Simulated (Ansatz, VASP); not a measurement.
## ZnWO4 in two plane-wave programs

Aim: how closely do two programs agree when they are given the same cell, functional and k mesh? The cell is taken from a series of runs on this material, whose earlier steps may have relaxed, scaled, displaced or heated it; both programs get it as it stands.

Program: Ansatz 0.2.0. Level of theory: plane waves, with VASP 6.6.1 beside it; relaxation of cell and atoms at PBEsol with D3(BJ). Results are calculated unless marked as measured.

### 1. The structure

The structure is monoclinic, space group P2/c (No. 13). Conventional cell: a = 4.638 Å, b = 5.675 Å, c = 4.889 Å, α = 90.00°, β = 90.44°, γ = 90.00°. Zn has 6 O at 2.02 to 2.17 Å nearest. Nearest to W lie 6 O at 1.79 to 2.12 Å. Nearest to O lie 2 W at 1.90 to 2.12 Å and 1 Zn at 2.02 Å. Nearest to O lie 1 W at 1.79 Å and 2 Zn at 2.05 to 2.17 Å. Farther neighbours and most contacts between anions are not listed.

Coordinates:

```cif
data_structure
_symmetry_space_group_name_H-M 'P 1'
_symmetry_Int_Tables_number 1
_cell_length_a 4.6378
_cell_length_b 5.6751
_cell_length_c 4.8887
_cell_angle_alpha 90.000
_cell_angle_beta 90.437
_cell_angle_gamma 90.000
_cell_volume 128.67
loop_
_atom_site_label
_atom_site_type_symbol
_atom_site_fract_x
_atom_site_fract_y
_atom_site_fract_z
_atom_site_occupancy
Zn1 Zn 0.50000 0.67686 0.25000 1
Zn2 Zn 0.50000 0.32314 0.75000 1
W3 W 0.00000 0.18196 0.25000 1
W4 W 0.00000 0.81804 0.75000 1
O5 O 0.21863 0.10524 0.93426 1
O6 O 0.78137 0.10524 0.56574 1
O7 O 0.78137 0.89476 0.06574 1
O8 O 0.21863 0.89476 0.43426 1
O9 O 0.25767 0.37820 0.40341 1
O10 O 0.74233 0.37820 0.09659 1
O11 O 0.74233 0.62180 0.59659 1
O12 O 0.25767 0.62180 0.90341 1
```

### 2. Ansatz: relaxation of cell and atoms, PBEsol with D3(BJ)

Ansatz runs on its default PAW (the set named soft_2) files.

The relaxed volume is the usual yardstick between codes: in a stiff, nearly cubic crystal its relative difference is about their pressure difference at one cell divided by the bulk modulus.

File input.yaml:

```yaml
crystal:
  lattice:
    - [4.6377626165, 0.0, 0.0071520791]
    - [0.0, 5.6751141527, 0.0]
    - [-0.0447882407, 0.0, 4.888544114]
  atoms:
    - { symbol: Zn, position: [0.5, 0.6768568909, 0.25] }
    - { symbol: Zn, position: [0.5, 0.3231431091, 0.75] }
    - { symbol: W, position: [0.0, 0.1819642002, 0.25] }
    - { symbol: W, position: [0.0, 0.8180357998, 0.75] }
    - { symbol: O, position: [0.2186292016, 0.1052413226, 0.934259563] }
    - { symbol: O, position: [0.7813707984, 0.1052413226, 0.565740437] }
    - { symbol: O, position: [0.7813707984, 0.8947586774, 0.065740437] }
    - { symbol: O, position: [0.2186292016, 0.8947586774, 0.434259563] }
    - { symbol: O, position: [0.2576701886, 0.3782030855, 0.4034142289] }
    - { symbol: O, position: [0.7423298114, 0.3782030855, 0.0965857711] }
    - { symbol: O, position: [0.7423298114, 0.6217969145, 0.5965857711] }
    - { symbol: O, position: [0.2576701886, 0.6217969145, 0.9034142289] }
kpoints:
  mp_grid: { grid: [6, 4, 4] }
hamiltonian:
  xc: pbesol
  dispersion: d3bj
scf:
  occupations: { method: fixed }
output:
  forces: true
  stress: true
  eigenvalues: true
relax:
  adjacent_minimum: "off"
  f_tol: 0.001
  max_steps: 60
  cell: { stress_tol: 0.01 }
```

Started as:

```sh
$ ansatz run input.yaml --threads 16 --pin off --max-ram 61440MiB --backend cuda --events-out ev --progress --plain --runs-dir out --max-vram 78GiB
```

Numbers of over 12 decimals in the logs are rounded to 6 here.

The program printed:

```text
Engine: ansatz 0.2.0, aarch64-unknown-linux-gnu
Pseudopotentials: kind: paw
Pseudopotential: Zn, paw, valence charge 12, recommended cutoff 420 eV (normal), Zn.paw.azcp
Pseudopotential: W, paw, valence charge 14, recommended cutoff 420 eV (normal), W.paw.azcp
Pseudopotential: O, paw, valence charge 6, recommended cutoff 420 eV (normal), O.paw.azcp
Functional definition: PBEsol
  exchange = pbesol_x
  correlation = pbesol_c
device memory: the entry about to start is reckoned to put 4.9 GiB on a device that reports 150.4 GiB free (of which the cap on the GPU budget leaves the run 78.0 GiB)
GPU FFT provider: cuFFT
GPU libraries: cuBLAS 13.8.1, cuFFT 12.4.0, cuSOLVER 12.3.2
GPU matrix products: emulated (plane waves: as basis.precision tells), large ones in fixed point in workspaces of 1.00 GiB
[...]
Basis set: ecut = 420 eV, 2527 PW (Γ), exchange–correlation on 64×80×72 points (8 copies of the dense FFT grid, shifted against one another)
[...]
k-points: 42 of 96
[...]
- { symbol: O, position: [0.781386, 0.105250, 0.565744] }
    - { symbol: O, position: [0.781386, 0.894750, 0.065744] }
    - { symbol: O, position: [0.218614, 0.894750, 0.434256] }
    - { symbol: O, position: [0.257669, 0.378202, 0.403403] }
    - { symbol: O, position: [0.742331, 0.378202, 0.096597] }
    - { symbol: O, position: [0.742331, 0.621798, 0.596597] }
    - { symbol: O, position: [0.257669, 0.621798, 0.903403] }
```

### 3. VASP: relaxation of cell and atoms, PBEsol with D3(BJ)

The same cell, functional and mesh now go to VASP, with its own data sets.

Lines of VASP's logs that name or quote its potential files are left out, and so is its time.

File INCAR:

```
SYSTEM = ZnWO4
PREC = Accurate
ENCUT = 600
EDIFF = 1E-07
NELM = 120
ISMEAR = 0
SIGMA = 0.01
LREAL = .FALSE.
ALGO = Normal
GGA = PS
IVDW = 12
NBANDS = 54
LASPH = .TRUE.
LORBIT = 11
LWAVE = .FALSE.
LCHARG = .FALSE.
ISIF = 3
IBRION = 2
NSW = 80
EDIFFG = -0.005
GGA_COMPAT = .FALSE.
NELMIN = 4
EFERMI = MIDGAP
KPAR = 2
```

File POSCAR:

```
ZnWO4
1.0
    4.6377626165      0.0000000000      0.0071520791
    0.0000000000      5.6751141527      0.0000000000
   -0.0447882407      0.0000000000      4.8885441140
Zn W O
2 2 8
Direct
    0.5000000000      0.6768568909      0.2500000000
    0.5000000000      0.3231431091      0.7500000000
    0.0000000000      0.1819642002      0.2500000000
    0.0000000000      0.8180357998      0.7500000000
    0.2186292016      0.1052413226      0.9342595630
    0.7813707984      0.1052413226      0.5657404370
    0.7813707984      0.8947586774      0.0657404370
    0.2186292016      0.8947586774      0.4342595630
    0.2576701886      0.3782030855      0.4034142289
    0.7423298114      0.3782030855      0.0965857711
    0.7423298114      0.6217969145      0.5965857711
    0.2576701886      0.6217969145      0.9034142289
```

File KPOINTS:

```
Automatic mesh
0
Gamma
6 4 4
0 0 0
```

PAW data sets: Zn, W and O (PBE family, release 64).

Started as:

```sh
$ mpirun -np 2 vasp_std
```

The program printed:

```text
[banner, memory and clock lines left out]
running    2 mpi-ranks, on    1 nodes
 distrk:  each k-point on    1 cores,    2 groups
 distr:  one band on    1 cores,    1 groups

 POSCAR found type information on POSCAR ZnW O
 POSCAR found :  3 types and      12 ions
|                                                                             |
|               ----> ADVICE to this user running VASP <----                  |
|                                                                             |
|     You enforced a specific xc type in the INCAR file but a different       |
|     [... a line on the potential file left out ...]
|     I HOPE YOU KNOW WHAT YOU ARE DOING!                                     |
|                                                                             |

 LDA part: xc-table for (Slater+PW92), standard interpolation
 POSCAR, INCAR and KPOINTS ok, starting setup
 FFT: planning ... GRIDC
 FFT: planning ... GRID_SOFT
 FFT: planning ... GRID
 WAVECAR not read
 entering main loop
       N       E                     dE             d eps       ncg     rms          rms(c)
DAV:   1     0.104880747710E+04    0.10488E+04   -0.43960E+04  4536   0.205E+03
DAV:   2     0.645476201857E+02   -0.98426E+03   -0.92509E+03  4784   0.551E+02
DAV:   3    -0.105302306724E+03   -0.16985E+03   -0.16537E+03  4972   0.215E+02
DAV:   4    -0.114343789751E+03   -0.90415E+01   -0.89482E+01  5336   0.539E+01
DAV:   5    -0.114499242376E+03   -0.15545E+00   -0.15503E+00  5448   0.717E+00    0.766E+01
DAV:   6    -0.966665367918E+02    0.17833E+02   -0.73189E+01  6768   0.694E+01    0.205E+01
DAV:   7    -0.962175787829E+02    0.44896E+00   -0.13353E+01  5918   0.235E+01    0.260E+01
DAV:   8    -0.957308648819E+02    0.48671E+00   -0.14968E+00  5810   0.164E+01    0.115E+00
DAV:   9    -0.957190994482E+02    0.11765E-01   -0.27565E-01  6362   0.106E+01    0.641E-01
DAV:  10    -0.957227242416E+02   -0.36248E-02   -0.45535E-02  5204   0.124E+00    0.257E-01
DAV:  11    -0.957230133918E+02   -0.28915E-03   -0.43657E-03  6692   0.521E-01    0.198E-01
DAV:  12    -0.957229803436E+02    0.33048E-04   -0.11313E-03  6888   0.468E-01    0.613E-02
DAV:  13    -0.957229720127E+02    0.83309E-05   -0.29762E-04  6642   0.279E-01    0.237E-02
DAV:  14    -0.957229721869E+02   -0.17417E-06   -0.68903E-05  6032   0.678E-02    0.215E-02
DAV:  15    -0.957229721759E+02    0.10987E-07   -0.93644E-06  6474   0.518E-02    0.990E-03
DAV:  16    -0.957229719402E+02    0.23569E-06   -0.35892E-06  6552   0.200E-02    0.451E-03
DAV:  17    -0.957229719343E+02    0.59244E-08   -0.62741E-07  4990   0.508E-03
   1 F= -.97883956E+02 E0= -.97883956E+02  d E =-.978840E+02
[... from here on, the cycles between the ionic steps are left out ...]
   2 F= -.97823734E+02 E0= -.97823734E+02  d E =0.602222E-01
   4 F= -.97892030E+02 E0= -.97892030E+02  d E =0.336263E-03
   5 F= -.97893141E+02 E0= -.97893141E+02  d E =-.774677E-03
   6 F= -.97893479E+02 E0= -.97893479E+02  d E =-.338015E-03
   7 F= -.97893485E+02 E0= -.97893485E+02  d E =-.343439E-03
   8 F= -.97893526E+02 E0= -.97893526E+02  d E =-.416319E-04
   9 F= -.97893531E+02 E0= -.97893531E+02  d E =-.457671E-04
  10 F= -.97893551E+02 E0= -.97893551E+02  d E =-.205377E-04
  11 F= -.97893603E+02 E0= -.97893603E+02  d E =-.724992E-04
  12 F= -.97893636E+02 E0= -.97893636E+02  d E =-.105023E-03
  13 F= -.97893652E+02 E0= -.97893652E+02  d E =-.159479E-04
 trial-energy change:   -0.000016  1 .order   -0.000015   -0.000024   -0.000005
 step:   0.3173(harm=  0.3392)  dis= 0.00052  next Energy=   -97.893652 (dE=-0.165E-04)
 bond charge predicted
       N       E                     dE             d eps       ncg     rms          rms(c)
DAV:   1    -0.957402888993E+02    0.37858E-04   -0.34804E-04  4536   0.963E-02    0.762E-03
DAV:   2    -0.957402890337E+02   -0.13436E-06   -0.93248E-06  5776   0.242E-02    0.550E-03
DAV:   3    -0.957402888294E+02    0.20430E-06   -0.38753E-07  4640   0.609E-03    0.250E-03
DAV:   4    -0.957402887548E+02    0.74564E-07   -0.13795E-07  2816   0.368E-03
  14 F= -.97893653E+02 E0= -.97893653E+02  d E =-.169344E-04
 curvature:  -0.88 expect dE=-0.955E-05 dE for cont linesearch -0.271E-06
 trial: gam=-0.14472 g(F)=  0.748E-05 g(S)=  0.334E-05 ort = 0.127E-04 (trialstep = 0.274E+00)
 search vector abs. value=  0.181E-04
 reached required accuracy - stopping structural energy minimisation
```

Parts of OUTCAR (step 3):

```text
ion  position               nearest neighbor table
   1  0.500  0.677  0.250-   7 2.02   8 2.02  11 2.05  12 2.05   9 2.17  10 2.17
   2  0.500  0.323  0.750-   5 2.02   6 2.02   9 2.05  10 2.05  11 2.17  12 2.17
   3  0.000  0.182  0.250-   9 1.79  10 1.79   5 1.90   6 1.90   7 2.12   8 2.12   4 3.20   4 3.20

  LATTYP: Found a simple monoclinic cell.
 ALAT       =     4.6377681313
 B/A-ratio  =     1.2236735413
 C/A-ratio  =     1.0541167957
 COS(beta)  =    -0.0076194084

 Subroutine GETGRP returns: Found  4 space group operations
 (whereof  2 operations were pure point group operations)

The static configuration has the point symmetry S_2 .
 The point group associated with its full space group is C_2h.

 Found     42 irreducible k-points:

   k-points           NKPTS =     42   k-points in BZ     NKDIM =     42   number of bands    NBANDS=     54

   dimension x,y,z NGX =    40 NGY =   48 NGZ =   40
   dimension x,y,z NGXF=    80 NGYF=   96 NGZF=   80

   ENCUT  =  600.0 eV  44.10 Ry    6.64 a.u.   9.26 11.33  9.76*2*pi/ulx,y,z

   NELECT =      84.0000    total number of electrons

 k-points in reciprocal lattice and weights: Automatic mesh
   0.00000000  0.00000000  0.00000000       0.010
   0.16666667  0.00000000  0.00000000       0.021
   0.33333333  0.00000000  0.00000000       0.021
   0.50000000  0.00000000  0.00000000       0.010
   0.00000000  0.25000000  0.00000000       0.021
   0.16666667  0.25000000  0.00000000       0.042
   0.33333333  0.25000000  0.00000000       0.042
   0.50000000  0.25000000  0.00000000       0.021
   0.00000000  0.50000000  0.00000000       0.010
[...]
0.33333333  0.50000000  0.50000000       0.021
   0.50000000  0.50000000  0.50000000       0.010

 Edisp (eV)   -2.15332

 average (electrostatic) potential at core
       1 -34.1447       2 -34.1447       3 -43.6904       4 -43.6904       5 -71.7661
       6 -71.7661       7 -71.7661       8 -71.7661       9 -71.9980      10 -71.9980
      11 -71.9980      12 -71.9980

 E-fermi :   3.4619

 k-point     1 :       0.0000    0.0000    0.0000
  band No.  band energies     occupation
    ...
     38       1.1914      2.00000
     39       1.2940      2.00000
     40       1.7197      2.00000
     41       1.7301      2.00000
     42       1.8086      2.00000
     43       5.2461      0.00000
     44       5.7073      0.00000
     45       5.7398      0.00000
     46       5.7449      0.00000
     47       6.4929      0.00000
    ...

 k-point     2 :       0.1667    0.0000    0.0000
  band No.  band energies     occupation
    ...
     38       1.2431      2.00000
     39       1.4140      2.00000
     40       1.5373      2.00000
     41       1.7533      2.00000
     42       1.7539      2.00000
     43       5.3019      0.00000
     44       5.6355      0.00000
     45       5.6825      0.00000
     46       5.7637      0.00000
     47       6.6249      0.00000
    ...

 k-point     3 :       0.3333    0.0000    0.0000
  band No.  band energies     occupation
    ...
     38       1.2011      2.00000
     39       1.4093      2.00000
     40       1.5656      2.00000
     41       1.8932      2.00000
     42       1.8984      2.00000
     43       5.4211      0.00000
     44       5.5196      0.00000
     45       5.5669      0.00000
     46       5.8542      0.00000
     47       6.3655      0.00000
    ...

 Edisp (eV)   -2.15336

  Total      -0.00267     0.01677    -0.01403     0.00000     0.00000     0.01314
  in kB      -0.03314     0.20805    -0.17414     0.00000     0.00000     0.16304
  external pressure =        0.00 kB  Pullay stress =        0.00 kB

  energy-cutoff  :      600.00
  volume of cell :      129.12
      direct lattice vectors                 reciprocal lattice vectors
     4.642379663  0.000000000  0.006442881     0.215403987  0.000000000  0.002003773
     0.000000000  5.674513887  0.000000000     0.000000000  0.176226549  0.000000000
    -0.045594926  0.000000000  4.901417248    -0.000283147  0.000000000  0.204019988

 POSITION                                       TOTAL-FORCE (eV/Angst)
 -----------------------------------------------------------------------------------
      2.30979      3.83684      1.22858         0.000000     -0.001243      0.000000
      2.28699      1.83767      3.67928         0.000000      0.001243     -0.000000
     -0.01140      1.02680      1.22535         0.000000     -0.002394      0.000000
     -0.03420      4.64771      3.67606         0.000000      0.002394     -0.000000
      0.97433      0.59525      4.57453        -0.003175      0.003149      0.000299
      3.59966      0.59525      2.78404         0.003175      0.003149     -0.000299
      3.62246      5.07926      0.33333         0.003175     -0.003149     -0.000299
      0.99713      5.07926      2.12382        -0.003175     -0.003149      0.000299
      1.18067      2.15033      1.97657         0.002864     -0.001696      0.001993
      3.43891      2.15033      0.48058        -0.002864     -0.001696     -0.001993
      3.41611      3.52418      2.93129        -0.002864      0.001696     -0.001993
      1.15787      3.52418      4.42728         0.002864      0.001696      0.001993
 -----------------------------------------------------------------------------------
    total drift:                               -0.000000      0.000000      0.000000

  FREE ENERGIE OF THE ION-ELECTRON SYSTEM (eV)
  ---------------------------------------------------
  free  energy   TOTEN  =       -97.8936525103 eV

  energy  without entropy=      -97.8936525103  energy(sigma->0) =      -97.89365251

 reached required accuracy - stopping structural energy minimisation

 total charge
# of ion       s       p       d       tot
------------------------------------------
    1        0.389   0.420   9.909  10.718
    2        0.389   0.420   9.909  10.718
    3        0.732   1.079   4.243   6.055
    4        0.732   1.079   4.243   6.055
    5        1.557   3.489   0.000   5.046
    6        1.557   3.489   0.000   5.046
    7        1.557   3.489   0.000   5.046
    8        1.557   3.489   0.000   5.046
    9        1.566   3.456   0.000   5.023
   10        1.566   3.456   0.000   5.023
   11        1.566   3.456   0.000   5.023
   12        1.566   3.456   0.000   5.023
--------------------------------------------------
tot         14.736  30.777  28.305  73.819

[... 3 further parts left out ...]
```

CONTCAR:

```
ZnWO4
   1.00000000000000
     4.6423796633941983    0.0000000000000000    0.0064428814001583
     0.0000000000000000    5.6745138873534051    0.0000000000000000
    -0.0455949259387158    0.0000000000000000    4.9014172476245008
  Zn              W               O
     2     2     8
Direct
     0.5000000000000000    0.6761529840439624    0.2500000000000000
     0.5000000000000000    0.3238470159560375    0.7500000000000000
     0.0000000000000000    0.1809500592227451    0.2500000000000000
     0.0000000000000000    0.8190499407772551    0.7500000000000000
     0.2190404600168416    0.1048988018662906    0.9330190616957337
     0.7809595399831584    0.1048988018662906    0.5669809383042663
     0.7809595399831584    0.8951011981337095    0.0669809383042662
     0.2190404600168416    0.8951011981337095    0.4330190616957338
     0.2582817633717198    0.3789458590120680    0.4029257124331398
     0.7417182366282802    0.3789458590120680    0.0970742875668602
     0.7417182366282802    0.6210541409879319    0.5970742875668600
     0.2582817633717198    0.6210541409879319    0.9029257124331400
```

This run has no spin polarisation, so a moment on W, if there is one, isn't seen. The data set W keeps the semicore shell frozen, which is cheaper and a little less accurate.

### 4. Differences

Known differences besides the potentials themselves: fixed occupations in Ansatz, narrow Gaussian smearing in VASP; the data sets hold 100 valence electrons in Ansatz (on its default PAW (the set named soft_2) files) and 84 in VASP; the cutoff is 420 eV in Ansatz and 600 eV in VASP; Ansatz makes its cores anew for this functional, VASP keeps those of its PBE data sets. Total energies have different zeros and are not compared.

The two programs side by side:

| quantity | Ansatz | VASP | difference |
| --- | --- | --- | --- |
| volume (Å³) | 128.66 | 129.12 | -0.35 % |
| edge a after relaxation, in the typed setting (Å) | 4.638 | 4.642 | -0.10 % |
| edge b after relaxation, in the typed setting (Å) | 5.675 | 5.675 | +0.01 % |
| edge c after relaxation, in the typed setting (Å) | 4.889 | 4.902 | -0.26 % |

### 5. Summary of results

* difference in volume (relaxation of cell and atoms, PBEsol with D3(BJ)): -0.35 %

**Reading.** The difference in volume is -0.35 % (relaxation of cell and atoms, PBEsol with D3(BJ)), within the 1.2 % picked in this series as the mark of a large difference, as far as the stopping tolerances let one tell. The data sets hold unlike numbers of valence electrons (100 in Ansatz and 84 in VASP), so part of the differences comes from the potentials. How closely two codes agree says nothing of how well the functional describes the real material.

[Lines on the potential files, build, host, timing and source positions are cut from VASP's logs without a mark.]

[Logs are printed without paths, hosts, clocks, repeated set-up lines and the standing remarks that a program may print on its own settings, such as how far it seeks lower states.]

[Hosts, paths, dates, database ids (printed as entryN), source tags and the programs' standing remarks are cut or masked in the printed files.]
